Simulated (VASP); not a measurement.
The system is Sc2InSb3.

```xyz
12
Lattice="8.6701 0.1068 -0.1512 -2.1213 3.7719 0.0574 -0.1893 0.0566 11.0478" Properties=species:S:1:pos:R:3 pbc="T T T"
Sc    6.4883    3.8257    4.9175
Sc    4.1098    0.1338    4.9190
Sc    2.2730    1.4073    1.9207
Sc    6.5228    1.3104    1.5258
In    8.4190    0.1648    8.3706
In    4.2683    0.1678    8.4151
Sb    2.1172    1.2130    6.9700
Sb    6.6283    1.5433    6.8812
Sb    8.5092    0.2520    0.1390
Sb    2.0572    3.7846    0.0867
Sb    0.0738    2.5085    3.6130
Sb    4.4933    2.5407    3.2774
```

The cell was built by a generator and needn't be a form met in nature.

| Item | Value |
| --- | --- |
| Program | VASP 6.6.1 |
| Task | relaxation of cell and atoms |
| Functional | PBE |
| Potentials or basis | VASP PAW PBE potentials, release 64 (Sc_sv, In_d, Sb) |
| Cutoff | 520 eV |
| k mesh | 6 × 6 × 2 |
| Occupations | gaussian, width 0.15 eV |
| Spin | no spin polarisation |

At the start: pressure -0.8 GPa; volume 30.31 Å³/atom.

Q: How do energy, volume and symmetry change on relaxing?

A: Over 24 steps the energy falls by 107.5 meV/atom and the volume is 29.05 Å³/atom (-4.1 %); space group Cm (No. 8, to 0.05 Å).

Step by step:
| step | energy change (eV) | largest force (eV/Å) | pressure (GPa) | volume (Å³) |
| --- | --- | --- | --- | --- |
| 1 | 0.0000 | 1.6522 | -0.82 | 363.68 |
| 2 | -0.7353 | 0.9467 | -0.49 | 355.48 |
| 3 | -0.9584 | 0.8352 | 0.31 | 348.28 |
| 4 | -1.1407 | 0.6059 | -0.07 | 349.91 |
| 5 | -1.1878 | 0.4428 | -0.38 | 351.26 |
| 6 | -1.2462 | 0.2252 | 0.26 | 347.03 |
| 7 | -1.2477 | 0.2534 | 0.35 | 346.39 |
| 8 | -1.2669 | 0.1822 | -0.18 | 349.78 |
| 9 | -1.2673 | 0.1753 | -0.25 | 350.25 |
| 10 | -1.2754 | 0.1038 | 0.05 | 348.19 |
| 11 | -1.2757 | 0.1115 | 0.11 | 347.78 |
| 12 | -1.2804 | 0.0979 | 0.04 | 348.31 |
| 13 | -1.2814 | 0.1058 | 0.02 | 348.56 |
| 14 | -1.2814 | 0.1057 | -0.06 | 349.06 |
| 15 | -1.2818 | 0.1011 | -0.05 | 348.81 |
| 16 | -1.2840 | 0.0616 | 0.05 | 348.24 |
| 17 | -1.2842 | 0.0694 | 0.07 | 348.09 |
| 18 | -1.2861 | 0.0441 | -0.05 | 348.99 |
| 19 | -1.2862 | 0.0460 | -0.07 | 349.10 |
| 20 | -1.2876 | 0.0388 | 0.02 | 348.52 |
| 21 | -1.2878 | 0.0475 | 0.05 | 348.32 |
| 22 | -1.2890 | 0.0396 | -0.03 | 348.88 |
| 23 | -1.2891 | 0.0405 | -0.04 | 348.97 |
| 24 | -1.2900 | 0.0292 | 0.01 | 348.59 |

Final structure:
```cif
data_structure
_symmetry_space_group_name_H-M 'P 1'
_symmetry_Int_Tables_number 1
_cell_length_a 8.6467
_cell_length_b 4.3186
_cell_length_c 10.7827
_cell_angle_alpha 89.921
_cell_angle_beta 90.162
_cell_angle_gamma 120.032
_cell_volume 348.59
loop_
_atom_site_label
_atom_site_type_symbol
_atom_site_fract_x
_atom_site_fract_y
_atom_site_fract_z
_atom_site_occupancy
Sc1 Sc 0.00508 0.00491 0.45990 1
Sc2 Sc 0.50294 0.00258 0.46017 1
Sc3 Sc 0.33616 0.33845 0.15993 1
Sc4 Sc 0.83433 0.33647 0.16081 1
In1 In 0.00516 0.00186 0.76755 1
In2 In 0.50739 0.00391 0.76639 1
Sb1 Sb 0.33742 0.33523 0.62408 1
Sb2 Sb 0.83906 0.33712 0.62325 1
Sb3 Sb 0.00085 0.00328 0.02367 1
Sb4 Sb 0.50160 0.00451 0.02264 1
Sb5 Sb 0.16991 0.67098 0.31534 1
Sb6 Sb 0.66923 0.66979 0.31684 1
```
